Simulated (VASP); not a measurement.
Consider the following.

```
CELL_PARAMETERS angstrom
      1.94619    -3.37089     0.00000
      1.94619     3.37089     0.00000
      0.00000     0.00000     6.41221
ATOMIC_POSITIONS crystal
  Cd 0.66667 0.33333 0.50225
  Cd 0.33333 0.66667 0.00225
  S  0.66667 0.33333 0.87475
  S  0.33333 0.66667 0.37475
```

Calculation: PBEsol GGA, VASP's PBE PAW potentials (set 64) (plane waves; VASP). Settings: 480 eV cut-off, 6×6×4 Γ-centred mesh, Gaussian smearing of 0.050 eV, potentials Cd S.

Predict the energy per atom (σ→0), pressure, band gap (on the k-mesh) with the smallest direct gap where there is one.

- band gap (on the k-mesh) = 1.41 eV
- smallest direct gap (on the k-mesh) = 1.41 eV
- energy per atom (σ→0) = -3.253 eV/atom
- pressure = 14.97 GPa

The compound is CdS in the wurtzite structure. It was relaxed first under an external pressure of 15 GPa.
